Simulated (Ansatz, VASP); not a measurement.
**Cross-check of Al8Ga4P11O48 (V_P1) between VASP and Ansatz**

Aim: how closely do two programs agree when they are given the same cell, functional and k mesh? The cell is taken from a series of runs on this material, whose earlier steps may have relaxed, scaled, displaced or heated it; both programs get it as it stands.

Program: Ansatz 0.2.0. Level of theory: plane waves, with VASP 6.6.1 beside it; single point at r2SCAN. Results are calculated unless marked as measured.

**1. The starting structure**

The cell holds 71 atoms: 8 Al, 4 Ga, 11 P and 48 O. Cell: a = 9.916 Å, b = 9.916 Å, c = 11.035 Å, α = 90.6°, β = 90.6°, γ = 60.3°. It derives from Al2GaP3O12 (Al2GaP3O12 (C2)). Nearest the centre at fractional (0.498, 0.732, 0.333): O70 at 1.09 Å, O37 at 1.26 Å, O63 at 1.48 Å, O44 at 1.65 Å, Al5 at 2.81 Å, Ga10 at 2.82 Å, Al3 at 2.94 Å, Ga12 at 3.10 Å.

As a file:

```cif
data_structure
_symmetry_space_group_name_H-M 'P 1'
_symmetry_Int_Tables_number 1
_cell_length_a 9.9156
_cell_length_b 9.9156
_cell_length_c 11.0346
_cell_angle_alpha 90.623
_cell_angle_beta 90.623
_cell_angle_gamma 60.269
_cell_volume 942.03
loop_
_atom_site_label
_atom_site_type_symbol
_atom_site_fract_x
_atom_site_fract_y
_atom_site_fract_z
_atom_site_occupancy
Al1 Al 0.27021 0.48995 0.16523 1
Al2 Al 0.99990 0.22516 0.83285 1
Al3 Al 0.27791 0.99085 0.17988 1
Al4 Al 0.00481 0.73236 0.83323 1
Al5 Al 0.73402 0.52569 0.17618 1
Al6 Al 0.49671 0.23459 0.83170 1
Al7 Al 0.77233 0.00370 0.16784 1
Al8 Al 0.50343 0.73700 0.82868 1
Ga9 Ga 0.23205 0.26961 0.49911 1
Ga10 Ga 0.25591 0.76031 0.48142 1
Ga11 Ga 0.73319 0.26338 0.50436 1
Ga12 Ga 0.73662 0.76473 0.49614 1
P13 P 0.24320 0.24549 0.00311 1
P14 P 0.26588 0.00244 0.66163 1
P15 P 0.50048 0.22770 0.33381 1
P16 P 0.24370 0.75665 0.99833 1
P17 P 0.27769 0.50523 0.65968 1
P18 P 0.72450 0.27661 0.00364 1
P19 P 0.76195 0.00125 0.66909 1
P20 P 0.98545 0.24438 0.33564 1
P21 P 0.73859 0.76831 0.00043 1
P22 P 0.77403 0.50069 0.66781 1
P23 P 0.00328 0.73413 0.33003 1
O24 O 0.21089 0.45290 0.55397 1
O25 O 0.44243 0.34941 0.23270 1
O26 O 0.35293 0.20642 0.89506 1
O27 O 0.04531 0.30064 0.44343 1
O28 O 0.13799 0.05536 0.75829 1
O29 O 0.32022 0.11673 0.09859 1
O30 O 0.20475 0.40188 0.06048 1
O31 O 0.42651 0.36908 0.71270 1
O32 O 0.37091 0.19442 0.37380 1
O33 O 0.09020 0.26027 0.95631 1
O34 O 0.11792 0.10604 0.27080 1
O35 O 0.29287 0.13801 0.62796 1
O36 O 0.21780 0.94688 0.54652 1
O37 O 0.43645 0.85992 0.27735 1
O38 O 0.35969 0.71133 0.89411 1
O39 O 0.06106 0.78843 0.44027 1
O40 O 0.15716 0.57241 0.76179 1
O41 O 0.30324 0.61800 0.08326 1
O42 O 0.22810 0.89800 0.06779 1
O43 O 0.42029 0.87286 0.71250 1
O44 O 0.33789 0.71997 0.32456 1
O45 O 0.08299 0.80020 0.94577 1
O46 O 0.13185 0.57956 0.27884 1
O47 O 0.32002 0.62510 0.61074 1
O48 O 0.71489 0.44591 0.55860 1
O49 O 0.89932 0.38094 0.24843 1
O50 O 0.84341 0.22173 0.90047 1
O51 O 0.54931 0.29142 0.44390 1
O52 O 0.63878 0.05912 0.76900 1
O53 O 0.78865 0.15586 0.10570 1
O54 O 0.68985 0.43491 0.05638 1
O55 O 0.92577 0.36970 0.72106 1
O56 O 0.87436 0.18933 0.38168 1
O57 O 0.57217 0.29462 0.95159 1
O58 O 0.63563 0.07519 0.28549 1
O59 O 0.79574 0.13141 0.63253 1
O60 O 0.70242 0.95164 0.55646 1
O61 O 0.94589 0.85799 0.23019 1
O62 O 0.87064 0.69575 0.90701 1
O63 O 0.55566 0.75993 0.44869 1
O64 O 0.64926 0.56398 0.76656 1
O65 O 0.77822 0.65641 0.10727 1
O66 O 0.71728 0.92367 0.04808 1
O67 O 0.91340 0.86680 0.71772 1
O68 O 0.87025 0.70602 0.36994 1
O69 O 0.58511 0.80022 0.94091 1
O70 O 0.58545 0.62207 0.29284 1
O71 O 0.80790 0.62866 0.62405 1
```

**2. Ansatz: single point, r2SCAN**

Ansatz runs on its default PAW (the set named soft_2) files.

A single point gives forces, pressure and levels at one fixed geometry, so differences don't come from the geometry; what else differs is listed under the comparison.

Contents of input.yaml:

```yaml
crystal:
  checkpoint: "../q0_M1.relax.run"
  host: checkpoint
basis:
  ecutwfc: 500
  xc_grid: 2
hamiltonian:
  xc: r2scan
kpoints:
  mp_grid: { grid: [1, 1, 1], shift: [0.25, 0.25, 0.25] }
magnetization:
  spin_polarized: true
  initial_magnetization: 1
  spin_locking: { lock_magnetization: hard }
scf:
  occupations: { method: fermi_dirac, width: 0.01 }
  max_iter: 80
output:
  forces: true
  eigenvalues: true
  charged_corrections:
    epsilon: [2.54, 2.5, 2.55]
    static_epsilon: [5.26, 4.93, 5.05]
    defect_position: [0.497818, 0.73189, 0.332605]
checkpoint:
  write: "../q0_M1.r2scan.run"
  compress: false
  write_wavefunctions: false
  write_every: 100000
```

Run with:

```bash
$ ansatz run input.yaml --threads 8 --pin off --max-ram 14131MiB --backend cpu --events-out ev --progress --plain --runs-dir out
```

Numbers of over 12 decimals in the logs are rounded to 6 here.

The log of the run:

```text
Warning: This run holds its total moment fixed (magnetization.spin_locking.lock_magnetization: hard) and mixes its density by anderson or broyden (scf.mixing.algorithm, typed or taken by auto). Slabs with a fixed moment have converged under broyden above another state at the same moment, at the default mixing steps and at smaller ones, and under scf.lower_state_search: standard, light or off a state that such a mixer [...]
crystal.checkpoint: the structure is that of <dir>, a `relax` run, at its step 9: its result, under pbesol at a charge of 0 e; 71 atoms read, 4 with a starting moment; this deck's functional is r2scan; this run starts in the magnetic order that was found there; no density is read with it (checkpoint.read); crystal.structure_sha256 for this input is
Engine: ansatz 0.2.0, aarch64-unknown-linux-gnu
Pseudopotentials: kind: paw
Pseudopotential: Al, paw, valence charge 3, recommended cutoff 500 eV (meta_gga), Al.paw.azcp
Pseudopotential: Ga, paw, valence charge 13, recommended cutoff 500 eV (meta_gga), Ga.paw.azcp
Pseudopotential: P, paw, valence charge 5, recommended cutoff 500 eV (meta_gga), P.paw.azcp
Pseudopotential: O, paw, valence charge 6, recommended cutoff 500 eV (meta_gga), O.paw.azcp
Functional definition: r2SCAN
  parameter k0 = 0.174
  parameter k1 = 0.065
  parameter a1 = 4.9479
  exchange = r2scan_x(k0 = k0, k1 = k1, a1 = a1)
  correlation = r2scan_c
Crystal: 71 atoms, lattice volume = 942.028 Å³
Basis set: ecut = 500 eV, 23863 PW (Γ), exchange–correlation on 150×150×162 points (8 copies of the dense FFT grid, shifted against one another)
Bands: 281, of which v1, the nominal top of the filled ones, is band 210 counted from 1 (209 counted from 0)
Symmetry: 1 space group operations
Space group: P1 (ITA 1), of the structure as read, at distance tolerance 9.8e-5 Å
Magnetic group: BNS 1.1 (UNI 1), of the structure as read, at distance tolerance 9.8e-5 Å
k-points: 1
Non-local potential: Al, projectors of the file, l = 0: 2, l = 1: 2, l = 2: 1
Non-local potential: Ga, projectors of the file, l = 0: 2, l = 1: 2, l = 2: 3, l = 3: 1
Non-local potential: P, projectors of the file, l = 0: 2, l = 1: 2, l = 2: 2
Non-local potential: O, projectors of the file, l = 0: 2, l = 1: 2, l = 2: 1
PAW form: soft (Blöchl's): semilocal exchange-correlation on the pseudo side does not see the compensation charge
PAW frozen core: Al, regenerated for the run's functional (the file was generated under x = pbe(κ = 0.804, μ = 0.219515), c = pbe(β = 0.066725))
PAW frozen core: Ga, regenerated for the run's functional (the file was generated under x = pbe(κ = 0.804, μ = 0.219515), c = pbe(β = 0.066725))
PAW frozen core: P, regenerated for the run's functional (the file was generated under x = pbe(κ = 0.804, μ = 0.219515), c = pbe(β = 0.066725))
PAW frozen core: O, regenerated for the run's functional (the file was generated under x = pbe(κ = 0.804, μ = 0.219515), c = pbe(β = 0.066725))
PAW one-centre angular grid: Al, 302 points (default); XC on 160 Gauss nodes
PAW one-centre angular grid: Ga, 590 points (default); XC on 160 Gauss nodes
PAW one-centre angular grid: P, 302 points (default); XC on 160 Gauss nodes
PAW one-centre angular grid: O, 302 points (default); XC on 160 Gauss nodes
Initial density: superposition of atomic densities (chi_scale 0.1, normalization cell, long waves kept (reshape's long-wave potential 1.00 eV rms))
Starting moments: Σ|m| = 3.07903 μB on 4 of 71 sites
Initial wavefunctions: pseudopotential atomic-orbital guess
Functional: x = r2scan, c = r2scan; τ floored in thin density (d = 2e-4 eV/Å³)
SCF iter   1: F=—  HF=-55208.604404 eV  |F-HF|=—  |Δ(HF+E_count)|=         —  Δρ=6.38e-2 (↑6.38e-2 ↓6.27e-2)  dr2=1.35e2  dr2_τ=3.80e0  dr2_m=6.84e-1  M=1.000 μB ∫|m|=2.615 μB  β_m=0.30  ethr=3.10e-3  ⟨swp⟩=7.0  Hψ=2484  notcnv=0  defer=103
preconditioner: auto → Resta (q_TF=auto, 2.384 Å⁻¹)  ε∞=2.7  [insulator: Δε(μ)=0.466 eV  Ē_g=19.121 eV  σ=0.010 eV  W_gap=1.00  n_scr=212 (ndim 8)  ℏωp=24.8 eV  f_vac=0.040  D(μ)=0.00/eV (n_scr^D=0)  ε∞_Penn≈2.7]
spin=Collinear: Resta preconditioning applied to the charge; magnetization (m = ρ↑ − ρ↓) channel mixes plain (no charge-response kernel on spin).
[...]
atom  11  O      0.17898768    -0.12827234    -0.20677381
  atom  12  O      0.02722554     0.20998317    -0.17700416
  atom  13  O     -0.13903364    -0.24832836    -0.07215444
  atom  14  O     -0.08135007     0.25450185    -0.06514354
  atom  15  O      0.32473440    -0.03746434    -0.03263826
  atom  16  O      0.19947932    -0.19141296     0.01973454
  atom  17  O      0.05303227     0.19466902     0.13073486
  atom  18  O     -0.31201945    -0.06479448     0.00629543
  atom  19  Al    -0.03807664    -0.00603834    -0.06454884
  atom  20  Al     0.00327084    -0.00365610     0.01435358
  atom  21  Ga    -0.08236758     0.10613483     0.11453409
  atom  22  P      0.04738781     0.04063990     0.05223888
  atom  23  P      0.00190392    -0.01803420     0.03806143
  atom  24  O      0.14936135    -0.07042689     0.25975276
  atom  25  O      0.20250752     0.37914474    -0.29042370
  atom  26  O     -0.03321455     0.14539505     0.19662265
  atom  27  O     -0.12880565    -0.07913702    -0.31095961
  atom  28  O      0.12240631    -0.12718545    -0.21955781
  atom  29  O      0.04738206     0.22688158    -0.15842855
  atom  30  O     -0.19140676    -0.19273894    -0.11414111
  atom  31  O     -0.10341313     0.23940246    -0.06705318
  atom  32  O     -0.21701692     0.24135578     0.14312978
  atom  33  O      0.11226798    -0.24951791     0.02915917
  atom  34  O      0.10864560     0.26466971     0.06274002
[...]
atom  64  O      0.15225544    -0.12156800    -0.23310368
  atom  65  O      0.07094452     0.18676667    -0.27101366
  atom  66  O     -0.16803992    -0.20359942    -0.02333278
  atom  67  O     -0.08889708     0.27830836    -0.06185533
  atom  68  O      0.25551375     0.00257767     0.00712761
  atom  69  O      0.13811938    -0.22244807     0.05266532
  atom  70  O     -0.07515272    -0.41081937    -0.23022751
  atom  71  O     -0.31106370     0.03695004    -0.02877168
  max |Σ_I F_I| component: 1.60e-3 eV/Å
--- Band table (eV) ---
  k-point 0 ↑: bands = [... 206 lower, 1.7506, 1.7798, 1.8341, 1.9760, 3.5869, 3.9749, 7.8701, 8.7294, ... 67 higher]
  k-point 0 ↓: bands = [... 206 lower, 1.7844, 1.8317, 1.9691, 4.0062, 4.4793, 4.8875, 7.8790, 8.7768, ... 67 higher]
```

(Continued in part 2 of 2.)

[Lines on the potential files, build, host, timing and source positions are cut from VASP's logs without a mark.]

[Logs are printed without paths, hosts, clocks, repeated set-up lines and the standing remarks that a program may print on its own settings, such as how far it seeks lower states.]

[Hosts, paths, dates, database ids (printed as entryN), source tags and the programs' standing remarks are cut or masked in the printed files.]
